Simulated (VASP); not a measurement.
Method: optB88-vdW, VASP's PBE PAW potentials (set 64) (plane waves; VASP).

A VASP calculation is set up with these files.

**KPOINTS**
```
k-points along high-symmetry lines
15
Line-mode
Reciprocal
  0.000000   0.000000   0.000000 ! GAMMA
  0.500000   0.000000   0.500000 ! X

  0.500000   0.000000   0.500000 ! X
  0.625000   0.250000   0.625000 ! U

  0.375000   0.375000   0.750000 ! K
  0.000000   0.000000   0.000000 ! GAMMA

  0.000000   0.000000   0.000000 ! GAMMA
  0.500000   0.500000   0.500000 ! L

  0.500000   0.500000   0.500000 ! L
  0.500000   0.250000   0.750000 ! W

  0.500000   0.250000   0.750000 ! W
  0.500000   0.000000   0.500000 ! X
```

File POSCAR:
```
MgO
2.1114540
  0.0000000000   1.0000000789   1.0000000789
  1.0000000789   0.0000000000   1.0000000789
  1.0000000789   1.0000000789   0.0000000000
Mg O
1 1
direct
  0.0000000000   0.0000000000   0.0000000000
  0.5000000000   0.5000000000   0.5000000000
```

INCAR:
```
SYSTEM = MgO
PREC = Accurate; ENCUT = 520; LREAL = F
LASPH = T; ICHARG = 11
EDIFF = 1E-7; NELM = 100; ALGO = Normal
ISMEAR = 0; SIGMA = 0.05
GGA = BO; LUSE_VDW = T; AGGAC = 0.0
PARAM1 = 0.1833333333; PARAM2 = 0.22
LWAVE = F; LCHARG = F; LORBIT = 11
```

POTCAR, in this order: Mg O (PBE.64 set). Program: vasp_std. Read from the step before: CHGCAR.

The run wrote:

**OSZICAR**
```
       N       E                     dE             d eps       ncg     rms          rms(c)
DAV:   1     0.158398843581E+02    0.15840E+02   -0.47312E+03  1712   0.875E+02
DAV:   2    -0.798447495866E+01   -0.23824E+02   -0.23027E+02  1800   0.130E+02
DAV:   3    -0.828682713397E+01   -0.30235E+00   -0.30235E+00  1696   0.167E+01
DAV:   4    -0.828741259327E+01   -0.58546E-03   -0.58546E-03  1952   0.719E-01
DAV:   5    -0.828741338149E+01   -0.78823E-06   -0.78823E-06  1792   0.200E-02
DAV:   6    -0.828741338285E+01   -0.13521E-08   -0.13522E-08  2000   0.614E-04
   1 F= -.82874134E+01 E0= -.82874134E+01  d E =-.471484E-14
```

### OUTCAR
```
 val. band max:        2.9384364452   @ k =   0.0000   0.0000   0.0000

 cond. band min:       7.7973128348   @ k =   0.0000   0.0000   0.0000



 k-point     1 :       0.0000    0.0000    0.0000
  band No.  band energies     occupation
      1     -14.1751      2.00000
      2       2.9384      2.00000
      3       2.9384      2.00000
      4       2.9384      2.00000
      5       7.7973      0.00000
      6      18.8076      0.00000
      7      18.8076      0.00000
      8      18.8076      0.00000

 k-point     2 :       0.0357    0.0000    0.0357
  band No.  band energies     occupation
      1     -14.1571      2.00000
      2       2.8351      2.00000
      3       2.9184      2.00000
      4       2.9184      2.00000
      5       7.9150      0.00000
      6      18.5277      0.00000
      7      18.8514      0.00000
      8      18.8514      0.00000

 k-point     3 :       0.0714    0.0000    0.0714
  band No.  band energies     occupation
      1     -14.1039      2.00000
      2       2.5547      2.00000
      3       2.8598      2.00000
      4       2.8598      2.00000
      5       8.2386      0.00000
      6      17.8781      0.00000
      7      18.9792      0.00000
      8      18.9792      0.00000

 k-point     4 :       0.1071    0.0000    0.1071
  band No.  band energies     occupation
      1     -14.0175      2.00000
      2       2.1601      2.00000
      3       2.7675      2.00000
      4       2.7675      2.00000
      5       8.7065      0.00000
      6      17.1060      0.00000
      7      19.1813      0.00000
      8      19.1813      0.00000

 k-point     5 :       0.1429    0.0000    0.1429
  band No.  band energies     occupation
      1     -13.9018      2.00000
      2       1.7095      2.00000
      3       2.6484      2.00000
      4       2.6484      2.00000
      5       9.2610      0.00000
      6      16.3272      0.00000
      7      19.4429      0.00000
      8      19.4429      0.00000
...
```

The density is held fixed in this step, so its total energy and stress have no physical meaning.

The compound is MgO in the rock salt structure. It was relaxed first.
